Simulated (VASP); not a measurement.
Input of a VASP 6.6.1 run:

The input INCAR:

```
  PREC = Accurate
  ENCUT = 600
  EDIFF = 1E-6
  ISMEAR = 0
  SIGMA = 0.1
  LREAL = F
  LASPH = T
  NELM = 100
  ALGO = Normal
  ISIF = 3
  LWAVE = F
  LCHARG = F
  GGA = PE
  IBRION = 2
  NSW = 90
  EDIFFG = -0.04
```

KPOINTS

```
regular mesh
0
Gamma
  6 6 2
```

Contents of POSCAR:

```
KSb5
1.0
    5.1831044200      0.0000000000      0.0000000000
   -2.5915522100      4.4887001000      0.0000000000
    0.0000000000      0.0000000000      8.4608026900
K Sb
1 5
Direct
    0.0000000000      0.0000000000      0.0000000000
    0.5000000000      0.0000000000      0.0000000000
    0.0000000000      0.5000000000      0.0000000000
    0.5000000000      0.5000000000      0.0000000000
    0.0000000000      0.0000000000      0.6925886300
    0.0000000000      0.0000000000      0.3074113700
```

Potentials or basis: VASP PAW PBE potentials, release 64 (K_sv, Sb).

The run is started by

```bash
$ cat potpaw_PBE.64/K_sv/POTCAR potpaw_PBE.64/Sb/POTCAR > POTCAR
$ mpirun -np 1 vasp_std > vasp.out
```

Q: Estimate the space group after relaxing (to 0.05 Å).

A: P6/mmm (No. 191).

Q: Predict the relaxed volume.

A: 58.63 Å³/atom.

Q: What does it give for the relaxed cell?

A: a = 6.469 Å, b = 6.469 Å, c = 9.705 Å, α = 90.00°, β = 90.00°, γ = 120.00°.

Q: What does it give for the band gap on the k mesh?

A: None (metal or under the smearing width).

The path:
```csv
step,energy change (eV),largest force (eV/Å),pressure (GPa),volume (Å³)
1,0.0000,4.1461,27.95,196.84
2,-8.4241,3.4963,-2.69,399.91
3,-9.0221,3.2756,-0.12,311.17
4,-9.0700,3.3012,-1.11,329.88
5,-9.0708,3.2913,-0.84,324.05
6,-10.0826,2.9125,-0.48,319.22
7,1.4860,50.8307,16.28,304.89
8,-10.1260,2.8226,-0.41,318.48
9,-9.9002,5.9054,3.04,311.66
10,-10.4170,1.7162,0.09,316.42
11,-10.4832,0.6734,1.09,314.20
12,-10.5028,0.3951,0.65,315.03
13,-10.5037,0.1829,0.74,314.85
14,-10.7105,0.0987,0.53,325.39
15,-10.7644,0.2387,0.53,332.37
16,-10.7533,0.6040,0.78,345.78
17,-10.7717,0.4843,0.66,340.00
18,-10.7488,1.1182,-0.52,358.09
19,-10.7901,0.2289,0.15,346.97
20,-10.7954,0.0772,-0.07,354.04
21,-10.7968,0.0239,0.00,351.77
```

Caveat: the k mesh is coarse (spacing up to 0.37 Å⁻¹), so the values aren't converged; the volume moved by over 15 % at a fixed basis, so the end points are rough. The run has no spin-orbit coupling, so splittings on Sb are missing.
